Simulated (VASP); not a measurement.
# ZnGa23N24 (a cell with a defect): relaxation of the atoms with PBE

Crystal: ZnGa23N24 (a cell with a defect).

```xyz
48
Lattice="-3.2177 -5.5733 5.2441 6.4355 0.0000 5.2441 -3.2177 5.5733 5.2441" Properties=species:S:1:pos:R:3 pbc="T T T"
Zn   -1.5700   -0.8833   10.3897
Ga   -3.2177    1.8578   10.4838
Ga    0.0000   -3.7155   10.4838
Ga    1.6089   -0.9289   10.4838
Ga   -4.8266   -0.9289   10.4838
Ga    0.0000    1.8578    5.2398
Ga    0.0000    1.8578   10.4838
Ga    3.2177   -3.7155   10.4838
Ga    1.6089   -0.9289    5.2398
Ga    3.2177    1.8578   10.4838
Ga    1.6089    4.6444   10.4838
Ga   -1.6089   -0.9289    5.2398
Ga    0.0000   -1.8578    7.8618
Ga   -1.6089    0.9289    7.8618
Ga   -1.6089    0.9289   13.1059
Ga    3.2177   -1.8578    7.8618
Ga   -3.2177   -1.8578    7.8618
Ga   -1.6089   -4.6444    7.8618
Ga    1.6089    0.9289    7.8618
Ga    1.6089    0.9289   13.1059
Ga    0.0000    3.7155    7.8618
Ga    4.8266    0.9289    7.8618
Ga    0.0000   -1.8578   13.1059
Ga   -3.2177    3.7155    7.8618
N    -1.6089   -0.9289    7.2148
N    -3.2177    1.8578    7.2148
N     0.0000   -3.7155    7.2148
N     1.6089   -0.9289    7.2148
N     1.6089   -0.9289   12.4589
N    -3.2177   -3.7155    7.2148
N     0.0000    1.8578    7.2148
N     0.0000    1.8578   12.4589
N    -1.6089    4.6444    7.2148
N     3.2177    1.8578    7.2148
N    -1.6938   -1.0064   12.4546
N     4.8266   -0.9289    7.2148
N     0.0386   -1.8694    9.8299
N    -1.5982    0.8406    9.8931
N     1.6089   -4.6444    9.8369
N     3.2177   -1.8578    9.8369
N    -3.1630   -1.8335    9.8836
N     1.6089    0.9289    4.5928
N     1.6089    0.9289    9.8369
N    -4.8266    0.9289    9.8369
N     0.0000    3.7155    9.8369
N    -1.6089    0.9289    4.5928
N     3.2177    3.7155    9.8369
N     0.0000   -1.8578    4.5928
```

- Program: VASP 6.6.1
- Task: relaxation of the atoms
- Functional: PBE
- Potentials or basis: VASP PAW PBE potentials, release 64 (Zn, Ga_d, N)
- Cutoff: 450 eV
- k mesh: 2 × 2 × 2
- Occupations: gaussian, width 0.01 eV
- Spin: collinear spin, ferromagnetic start
- Monkhorst-Pack mesh: yes

```yaml
Energy_gained_by_relaxing: 15.2 meV/atom
Ionic_steps: 13
Largest_force_after_relaxing: 0.020 eV/Å
Net_moment: 0.00 μB per cell
Valence_electrons_inside_the_program's_atomic_spheres: Zn 10.91; Ga 11.82, 11.81; N 3.71
```

Forces on the atoms (eV/Å):
```
Zn  -0.005  0.015 -0.001
Ga  -0.002  0.004  0.000
Ga  -0.012  0.005  0.008
Ga  -0.004 -0.005  0.000
Ga   0.002 -0.005 -0.006
Ga  -0.003 -0.003 -0.010
Ga  -0.001 -0.001  0.002
Ga  -0.001  0.006  0.001
Ga  -0.005 -0.002  0.003
Ga   0.002 -0.007 -0.010
Ga   0.004  0.005  0.002
Ga  -0.009 -0.001 -0.018
Ga  -0.008  0.008 -0.002
Ga   0.006 -0.001  0.001
Ga   0.005  0.001 -0.001
Ga   0.004 -0.001  0.004
Ga   0.006  0.005 -0.002
Ga   0.011  0.001  0.005
Ga   0.001  0.001 -0.004
Ga   0.003 -0.004 -0.002
Ga  -0.003 -0.006  0.006
Ga   0.002  0.000  0.005
Ga  -0.002  0.007  0.002
Ga   0.007 -0.001  0.000
N    0.001 -0.001 -0.010
N    0.006 -0.006 -0.005
N    0.004  0.009  0.009
N   -0.008  0.004  0.003
N    0.002 -0.002  0.003
N    0.013  0.004  0.002
N    0.001 -0.003  0.000
N    0.003 -0.009  0.004
N    0.009  0.002  0.000
N    0.000  0.002  0.007
N   -0.001  0.005  0.006
N    0.006 -0.001 -0.007
N   -0.003 -0.003 -0.004
N   -0.001 -0.007 -0.003
N   -0.007  0.004 -0.002
N   -0.012 -0.003  0.002
N   -0.004 -0.006  0.003
N    0.000 -0.006  0.004
N   -0.004 -0.001 -0.004
N   -0.004 -0.001 -0.001
N   -0.001  0.001  0.001
N   -0.003  0.004  0.004
N   -0.003 -0.003  0.001
N    0.007 -0.005  0.003
```

The path:
```
step  energy change (eV)  largest force (eV/Å)  pressure (GPa)
   1              0.0000                4.1267           -0.11
   2             -0.6280                0.7802           -0.27
   3             -0.6540                0.6605           -0.33
   4             -0.6542                0.6660           -0.33
   5             -0.7112                0.2477           -0.32
   6             -0.7114                0.2593           -0.32
   7             -0.7240                0.1137           -0.32
   8             -0.7248                0.1140           -0.33
   9             -0.7287                0.0841           -0.32
  10             -0.7292                0.0772           -0.32
  11             -0.7310                0.0358           -0.31
  12             -0.7313                0.0343           -0.32
  13             -0.7318                0.0198           -0.31
```

Final structure:
```
Zn Ga N
1.0
    -3.21772   -5.57326    5.24406
     6.43545    0.00000    5.24406
    -3.21773    5.57326    5.24406
Zn Ga N
1 23 24
Direct
  0.83401 0.50080 0.66646
  0.66624 0.33385 0.99818
  0.99870 0.66689 0.33364
  0.66698 0.83224 0.49917
  0.00009 0.16770 0.83187
  0.16532 0.33305 0.50022
  0.50097 0.66549 0.83304
  0.83309 0.00002 0.16590
  0.33281 0.49982 0.16630
  0.33336 0.99983 0.66623
  0.16648 0.83304 0.99922
  0.50031 0.16728 0.33336
  0.66728 0.50085 0.33264
  0.50004 0.33382 0.66709
  0.83478 0.66630 0.99862
  0.49993 0.83287 0.16623
  0.83420 0.16647 0.50024
  0.99958 0.33310 0.16585
  0.33284 0.66617 0.49978
  0.66684 0.99930 0.83264
  0.16573 0.50122 0.83278
  0.16640 0.99974 0.33291
  0.99987 0.83246 0.66748
  0.33333 0.16642 0.99940
  0.62553 0.29214 0.45836
  0.45876 0.12451 0.79169
  0.79191 0.45805 0.12409
  0.45783 0.62519 0.29155
  0.79154 0.95789 0.62479
  0.95865 0.12500 0.29094
  0.29135 0.45838 0.62462
  0.62571 0.79185 0.95879
  0.12583 0.29221 0.95841
  0.12536 0.79223 0.45855
  0.96269 0.62927 0.79540
  0.29211 0.95858 0.12507
  0.79021 0.62925 0.45122
  0.61856 0.45711 0.79518
  0.95916 0.79314 0.12532
  0.62466 0.95972 0.29108
  0.96224 0.28521 0.62336
  0.12480 0.45868 0.29161
  0.45853 0.79176 0.62505
  0.79203 0.12533 0.95794
  0.29258 0.62578 0.95928
  0.29279 0.12495 0.45778
  0.12634 0.95936 0.79207
  0.45818 0.29153 0.12579
```

Levels at points of the mesh, in eV from the Fermi level:
Spin up:
```
           k point  band 214  band 215  band 216  band 217  band 218  band 219
(0.25, 0.25, 0.25)     -0.39      0.04      0.04      3.06      4.30      4.34
```
Spin down:
```csv
k point,band 214,band 215,band 216,band 217,band 218,band 219
"(0.25, 0.25, 0.25)",-0.39,0.04,0.04,3.06,4.30,4.34
```

Core levels (eV, on the scale of the bands):
```tsv
atom	levels
1 Zn	1s -9514.1, 2s -1147.6, 2p -993.3, 3s -118.9, 3p -73.1
2 Ga	1s -10217.4, 2s -1250.8, 2p -1087.3, 3s -137.1, 3p -87.9
3 Ga	1s -10217.4, 2s -1250.8, 2p -1087.3, 3s -137.1, 3p -87.9
4 Ga	1s -10217.4, 2s -1250.8, 2p -1087.3, 3s -137.1, 3p -87.9
5 Ga	1s -10217.4, 2s -1250.8, 2p -1087.3, 3s -137.1, 3p -87.9
6 Ga	1s -10217.4, 2s -1250.8, 2p -1087.3, 3s -137.1, 3p -87.9
```

Run time: 110 min on 1 × NVIDIA H100 80GB with 1 thread of AMD EPYC 7R13 Processor (Zen 3) (shared host), peak memory 1.8 GiB.

Caveat: the k mesh is coarse (spacing up to 0.38 Å⁻¹), so the values aren't converged; the cutoff is under 1.25 times the usual one of these potentials, so pressure, stress and relaxed cells hold a basis-set (Pulay) error.
